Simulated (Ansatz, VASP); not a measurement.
## SrMg: VASP beside Ansatz

```
Sr Mg
1.0
     3.92583    0.00000    0.00000
     0.00000    3.92583    0.00000
     0.00000    0.00000    3.92583
Sr Mg
1 1
Direct
  0.50000 0.50000 0.50000
  0.00000 0.00000 0.00000
```

Change from the starting cell: volume scaled by 1.02.

Alike in both runs: task single point; functional LDA; k mesh 9 × 9 × 9; occupations fermi-dirac, width 0.05 eV; no spin polarisation.

|  | VASP | Ansatz |
| --- | --- | --- |
| version | VASP 6.6.1 | Ansatz 0.2.0 |
| potentials or method | VASP PAW LDA potentials, release 64 (Sr_sv, Mg), cutoff 520 eV | all-electron LAPW, scalar-relativistic |

```csv
,VASP,Ansatz,Ansatz less VASP
pressure (GPa),2.6,2.8,+0.16
```

Ansatz ran all-electron here, so the differences hold the error of VASP's frozen core and of both bases.
